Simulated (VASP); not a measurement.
Level of theory: r2SCAN meta-GGA, VASP's PBE PAW potentials (set 64) (plane waves; VASP).

The input files of a VASP run:

INCAR:
```
ALGO = Normal
EDIFF = 1E-6
EDIFFG = -0.02
ENCUT = 400
IBRION = 2
ISIF = 3
ISMEAR = 0
LASPH = .TRUE.
LCHARG = .FALSE.
LMAXMIX = 4
LMIXTAU = .TRUE.
LREAL = Auto
LWAVE = .FALSE.
METAGGA = R2SCAN
NELM = 100
NSW = 60
PREC = Accurate
SIGMA = 0.05
SYSTEM = Ba8P5Br
```

### KPOINTS
```
K-points
0
gamma
3 3 3
0 0 0
```

**POSCAR**
```
Ba8P5Br
1
   -4.8738813850     4.8738813835     4.8659702613
    4.8738813850    -4.8738813835     4.8659702613
    4.8738813835     4.8738813850    -4.8659702613
Ba P Br
8 5 1
Direct
  0.2460401253   0.3736340683   0.2546850580
  0.6263659317   0.8810509897   0.8724060570
  0.1189490103   0.9913550672   0.7453149420
  0.0086449328   0.7539598747   0.1275939430
  0.6383868085   0.8910441544   0.4068353626
  0.1089558456   0.5157912082   0.7473426541
  0.4842087918   0.2315514458   0.5931646374
  0.7684485542   0.3616131915   0.2526573459
  0.8699796594   0.2565572535   0.8751563448
  0.7434427465   0.6185990912   0.6134224059
  0.3814009088   0.9948233147   0.1248436552
  0.0051766853   0.1300203406   0.3865775941
  0.2500000000   0.7500000000   0.5000000000
  0.5000000000   0.5000000000   0.0000000000
```

POTCAR, in this order: Ba_sv P Br (PBE.64 set). Program: vasp_std.

Energy and stress use the plane-wave basis of the starting cell. Unless said otherwise, spin-orbit coupling is left out, though it shifts the bands of the heavy elements here.

**Question.** Predict the energy per atom (σ→0), volume per atom, band gap (on the k-mesh).

**Answer.** 
```json
{
  "energy per atom (σ→0)": "-20.650 eV/atom",
  "band gap (on the k-mesh)": "1.41 eV",
  "volume_per_atom": "34.61 Å³/atom"
}
```

OSZICAR:
```
...
DAV:   1    -0.289100794589E+03   -0.36642E-04   -0.82578E-02   804   0.868E-01    0.104E-01
DAV:   2    -0.289101185074E+03   -0.39048E-03   -0.30333E-03   936   0.198E-01    0.497E-02
DAV:   3    -0.289101242088E+03   -0.57015E-04   -0.34764E-04   896   0.781E-02    0.216E-02
DAV:   4    -0.289101242975E+03   -0.88634E-06   -0.97047E-05   912   0.458E-02    0.105E-02
DAV:   5    -0.289101251332E+03   -0.83572E-05   -0.27120E-05   901   0.243E-02    0.691E-03
DAV:   6    -0.289101248600E+03    0.27321E-05   -0.10382E-05   912   0.162E-02    0.373E-03
DAV:   7    -0.289101249545E+03   -0.94550E-06   -0.59278E-06   765   0.134E-02
   7 F= -.28910125E+03 E0= -.28910125E+03  d E =-.492069E-03
```

The structure comes from a computed database's Ba8P5Br entry (I-4); how it stands against other phases isn't given here. This run relaxes it. Symmetry was kept, so distortions that lower it aren't found. The start is the result of an earlier pass.
